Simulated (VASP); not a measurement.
An input for Ansatz (written as the equivalent of a VASP run, and not itself run):

Ansatz 0.2 input:
```yaml
crystal:
  lattice:
    - [0.0000000, 2.9982365, 2.9982365]
    - [2.9982365, 0.0000000, 2.9982365]
    - [2.9982365, 2.9982365, 0.0000000]
  atoms:
    - { symbol: Hg, position: [0.0000000, 0.0000000, 0.0000000] }
    - { symbol: S, position: [0.2500000, 0.2500000, 0.2500000] }
kpoints:
  mp_grid: { grid: [10, 10, 10] }
hamiltonian:
  xc: pbe
  pseudopotentials: { kind: paw }
scf:
  occupations: { method: methfessel_paxton, width: 0.1 }
  max_iter: 100
relax:
  max_steps: 60
  f_tol: 0.01
  cell: {}
output: { forces: true, stress: true, eigenvalues: true }
```

Question: Translate this input to VASP (INCAR, KPOINTS, POSCAR, choice of POTCAR).

Answer: Several could match; the one computed here: 
File POSCAR:
```
HgS
1
    0.0000000000     2.9982364748     2.9982364748
    2.9982364748     0.0000000000     2.9982364748
    2.9982364748     2.9982364748    -0.0000000000
Hg S
1 1
Direct
  0.0000000000   0.0000000000   0.0000000000
  0.2500000000   0.2500000000   0.2500000000
```

**KPOINTS**
```
Automatic mesh
0
Gamma
10 10 10
0 0 0
```

### INCAR
```
LCHARG = F
ALGO = Normal
LWAVE = F
LREAL = F   # projection in real space or not
SYSTEM = HgS
EDIFF = 1E-6   # SCF stop (eV)
ENCUT = 400   # plane-wave cut-off (eV)
LMAXMIX = 6
GGA = PE
NSW = 60   # most ionic steps
IBRION = 2
ISIF = 3   # ions, shape and volume
NELM = 100   # most electronic steps
SIGMA = 0.1   # width (eV)
EDIFFG = -0.01
ISMEAR = 1   # Methfessel-Paxton
PREC = Accurate
LASPH = T   # aspherical one-centre terms
```

POTCAR, in this order: Hg S (PBE.64 set). Program: vasp_std.

Limits of the translation: each code has its own PAW files, so the cut-off isn't converted (ENCUT is set for VASP's; basis.ecutwfc is left out, and Ansatz then takes the one that its files recommend); Ansatz stops its SCF on the density residual and VASP on the energy change (EDIFF).

The compound is HgS in the zinc blende structure, metacinnabar; cinnabar is the stable form. This run relaxes it. Symmetry was kept, so distortions that lower it aren't found. The start is the result of an earlier pass.
